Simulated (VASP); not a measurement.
Data:

```xyz
4
Lattice="3.5181 0.0000 0.0000 0.0000 3.5181 0.0000 0.0000 0.0000 3.5181" Properties=species:S:1:pos:R:3 pbc="T T T"
Al     0.0000     0.0000     0.0000
Ni     0.0000     1.7591     1.7591
Ni     1.7591     0.0000     1.7591
Ni     1.7591     1.7591     0.0000
```
Starting moments (μB, in the order of the record's atoms Al Ni Ni Ni): 0.0 0.3 0.3 0.3.

These are r2SCAN+rVV10, VASP's PBE PAW potentials (set 64) (plane waves; VASP) values and carry that method's errors. Settings: 520 eV cut-off, 10×10×10 Γ-centred mesh, tetrahedra with Blöchl corrections, potentials Al Ni.

The cores are frozen, which limits the accuracy of field gradients.

Problem. Give the principal components of the electric field gradient (V/Å²) and the asymmetry η at each nucleus.

Solution. 
```csv
atom,Vxx,Vyy,Vzz,η
Al1,0.0,0.0,0.0,-
Ni2,1.8,1.8,-3.5,0.00
Ni3,1.8,1.8,-3.5,0.00
Ni4,1.8,1.8,-3.5,0.00
```

The compound is Ni3Al in the L1_2 structure. It was relaxed first.
